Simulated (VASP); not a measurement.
# LaBe: single point with PBE

LaBe:

```
CELL_PARAMETERS angstrom
0.00000 3.02686 3.02686
3.02686 0.00000 3.02686
3.02686 3.02686 0.00000
ATOMIC_POSITIONS crystal
La 0.50000 0.50000 0.50000
Be 0.00000 0.00000 0.00000
```

The cell was built by a generator and needn't be a form met in nature.

The cell isn't the ideal one: random cell by space group and Wyckoff sites (Fm-3m, No. 225).

- Program: VASP 6.6.1
- Task: single point
- Functional: PBE
- Potentials or basis: VASP PAW PBE potentials, release 64 (La, Be)
- Cutoff: 520 eV
- k mesh: 6 × 6 × 6
- Occupations: gaussian, width 0.1 eV
- Spin: no spin polarisation

* Pressure: 0.2 GPa
* Band gap on the k mesh: none (metal or under the smearing width)

Levels at points of the mesh, in eV from the Fermi level:
| k point | band 4 | band 5 | band 6 | band 7 | band 8 | band 9 |
| --- | --- | --- | --- | --- | --- | --- |
| (0.00, 0.00, 0.00) | -16.03 | -4.67 | 1.38 | 1.38 | 1.38 | 1.55 |
| (0.50, 0.00, 0.00) | -16.08 | -2.16 | -1.59 | -0.24 | -0.24 | 1.81 |
| (0.50, 0.50, 0.00) | -16.20 | -3.33 | -0.33 | 0.43 | 1.34 | 1.34 |

Wall time 20 s on 1 thread of Intel(R) Xeon(R) Platinum 8488C (Sapphire Rapids), with other jobs on the host, peak memory 0.18 GiB.

The run has no spin-orbit coupling, so splittings on La are missing.
